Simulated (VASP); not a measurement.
Wanted: the native input for a VASP 6.6.1 run.

- Task: single point
- Functional: PBE
- Potentials or basis: VASP PAW PBE potentials, release 64 (Mn_pv, Cu, S)
- Cutoff: 520 eV
- k mesh: 4 × 4 × 4
- Occupations: gaussian, width 0.1 eV
- Spin: collinear spin, typed start
- Starting moments: [-4.0, 4.0, -4.0, 1.0, 0.0] μB
- Dipole correction: no
- Further INCAR settings: ALGO = Normal; EDIFF = 1e-07; NBANDS = 40

The structure of Mn3CuS lies in POSCAR:

```
Mn3CuS
1.0
    4.0404419500      0.0000000000      0.0000000000
    0.0000000000      4.0404419500      0.0000000000
    0.0000000000      0.0000000000      4.0404419500
Mn Cu S
3 1 1
Direct
    0.0000000000      0.0000000000      0.5000000000
    0.5000000000      0.0000000000      0.0000000000
    0.0000000000      0.5000000000      0.0000000000
    0.0000000000      0.0000000000      0.0000000000
    0.5000000000      0.5000000000      0.5000000000
```

The cell was built by a generator and needn't be a form met in nature.

The cell isn't the ideal one: species swapped into the KAgF3 type (Pm-3m, No. 221).

One way to write it, as run:

INCAR

```
PREC = Accurate ; ENCUT = 520
EDIFF = 1E-7 ; ISMEAR = 0
SIGMA = 0.1 ; LREAL = False
LASPH = True ; NELM = 150
ALGO = Normal ; ISIF = 2
LWAVE = False ; LCHARG = False
ISPIN = 2 ; MAGMOM = -4 4 -4 1 0
LORBIT = 11 ; LMAXMIX = 4
GGA = PE ; NBANDS = 40
```

KPOINTS

```
regular mesh
0
Gamma
  4 4 4
```

Potentials or basis: VASP PAW PBE potentials, release 64 (Mn_pv, Cu, S).

The run is started by

```bash
$ cat potpaw_PBE.64/Mn_pv/POTCAR potpaw_PBE.64/Cu/POTCAR potpaw_PBE.64/S/POTCAR > POTCAR
$ mpirun -np 1 vasp_std > vasp.out
```

It gave:

The pressure is 48.7 GPa and the band gap on the k mesh is none (metal or under the smearing width). The net moment is -3.04 μB per cell, the site moments are Mn -3.20, +3.47; Cu -0.06; S +0.02 μB and the valence electrons inside the program's atomic spheres are Mn 11.84, 11.81; Cu 11.03; S 3.57.

Caveat: the k mesh is coarse (spacing up to 0.39 Å⁻¹), so the values aren't converged; a pressure of tens of GPa on the cell as given is suspect, and the run, the potentials or the cell itself is likely at fault; semilocal functionals often make such compounds metallic where correlation or magnetic order opens a gap, which also shifts bond lengths.

Wall time 96 s on 1 thread of AMD EPYC 7R13 Processor (Zen 3), with other jobs on the host, peak memory 0.2 GiB.
